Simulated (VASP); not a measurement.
Write the native input for VASP 6.6.1 that does the following.

```
Task                   : single point
Functional             : r2SCAN
Potentials or basis    : VASP PAW PBE potentials, release 64 (K_sv, Mg, P)
Cutoff                 : 520 eV
k mesh                 : 8 × 8 × 8
Occupations            : fermi-dirac, width 0.1 eV
Spin                   : no spin polarisation
Dipole correction      : no
Further INCAR settings : ALGO = Normal; EDIFF = 1e-06; NBANDS = 21
```

KMgP3:

```
K Mg P
1.0
     4.33408    0.00000    0.00000
     0.00000    4.33408    0.00000
     0.00000    0.00000    4.33408
K Mg P
1 1 3
Direct
  0.50000 0.50000 0.50000
  0.00000 0.00000 0.00000
  0.50000 0.00000 0.00000
  0.00000 0.50000 0.00000
  0.00000 0.00000 0.50000
```

The cell was built by a generator and needn't be a form met in nature.

These files were run (other wordings do the same):

POSCAR

```
KMgP3
1.0
    4.3340790000      0.0000000000      0.0000000000
    0.0000000000      4.3340790000      0.0000000000
    0.0000000000      0.0000000000      4.3340790000
K Mg P
1 1 3
Direct
    0.5000000000      0.5000000000      0.5000000000
    0.0000000000      0.0000000000      0.0000000000
    0.5000000000      0.0000000000      0.0000000000
    0.0000000000      0.5000000000      0.0000000000
    0.0000000000      0.0000000000      0.5000000000
```

INCAR.step1

```
PREC     = Accurate       # precision mode
ENCUT    = 520            # plane-wave cutoff, eV
ISMEAR   = -1             # smearing method
SIGMA    = 0.1            # smearing width, eV
LREAL    = False          # projectors in reciprocal space
LASPH    = True           # aspherical terms in the spheres
NELM     = 80             # most SCF steps
NBANDS   = 21             # bands
GGA      = PE             # functional
ALGO     = Normal         # electronic algorithm
EDIFF    = 1E-4           # SCF threshold, eV
LWAVE    = True           # write WAVECAR
LCHARG   = False          # write CHGCAR
```

INCAR.step2

```
PREC     = Accurate       # precision mode
ENCUT    = 520            # plane-wave cutoff, eV
EDIFF    = 1E-6           # SCF threshold, eV
ISMEAR   = -1             # smearing method
SIGMA    = 0.1            # smearing width, eV
LREAL    = False          # projectors in reciprocal space
LASPH    = True           # aspherical terms in the spheres
NELM     = 80             # most SCF steps
ALGO     = Normal         # electronic algorithm
ISIF     = 2              # what is computed and relaxed
LWAVE    = False          # write WAVECAR
LCHARG   = False          # write CHGCAR
METAGGA  = R2SCAN         # meta-GGA
LMIXTAU  = True         
NBANDS   = 21             # bands
ISTART   = 1
```

KPOINTS

```
Automatic mesh
0
Gamma
  8 8 8
```

Potentials or basis: VASP PAW PBE potentials, release 64 (K_sv, Mg, P).

Command:

```console
$ cat potpaw_PBE.64/K_sv/POTCAR potpaw_PBE.64/Mg/POTCAR potpaw_PBE.64/P/POTCAR > POTCAR
$ cp INCAR.step1 INCAR
$ mpirun -np 1 vasp_std > vasp.out
$ cp INCAR.step2 INCAR
$ mpirun -np 1 vasp_std > vasp.out
```

Results of the run:

The pressure is 34.5 GPa and the band gap on the k mesh is none (metal or under the smearing width).

Caveat: a pressure of tens of GPa on the cell as given is suspect, and the run, the potentials or the cell itself is likely at fault; the PAW data sets were made with another functional, which shifts forces and pressure a little.

Wall time 56 s on 1 thread of Intel(R) Xeon(R) 6975P-C (Granite Rapids), on a shared host, peak memory 0.22 GiB.
